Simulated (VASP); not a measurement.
Method: PBEsol GGA, VASP's PBE PAW potentials (set 64) (plane waves; VASP).

Input for VASP

File KPOINTS:
```
Automatic mesh
0
gamma
  8 8 5
0 0 0
```

### POSCAR
```
SiC
1.0
  1.5537623981  -2.6911951711   0.0000000000
  1.5537623981   2.6911951711   0.0000000000
  0.0000000000   0.0000000000   5.1020034715
Si C
2 2
Cartesian
  1.5537623981  -0.8970668512   2.5491572426
  1.5537623981   0.8970668512   5.1001589784
  1.5537623981  -0.8970668512   4.4660975307
  1.5537623981   0.8970668512   1.9150957949
```

### INCAR
```
SYSTEM  =  SiC
PREC  =  Accurate; ENCUT  =  520; LREAL  =  .FALSE.
LASPH  =  .TRUE.
EDIFF  =  1E-7; NELM  =  100; ALGO  =  Normal
ISMEAR  =  0; SIGMA  =  0.05
GGA  =  PS
IBRION  =  2; NSW  =  30; ISIF  =  4
EDIFFG  =  -0.01
LWAVE  =  .FALSE.; LCHARG  =  .FALSE.
```

POTCAR, in this order: Si C (PBE.64 set). Program: vasp_std.

**Question.** What will the output report for the number of irreducible k-points (NKPTS), largest plane-wave count, number of space-group operations, FFT grid (NGX, NGY, NGZ)?

**Answer.** 
The number of irreducible k-points (NKPTS) is 30 and the largest plane-wave count is 1166. The number of space-group operations is 12 and the FFT grid (NGX, NGY, NGZ) is 24 × 24 × 40.

The compound is SiC in the wurtzite structure, the rare 2H polytype. This cell is one point of a volume scan, at 1.03 of the reference volume.
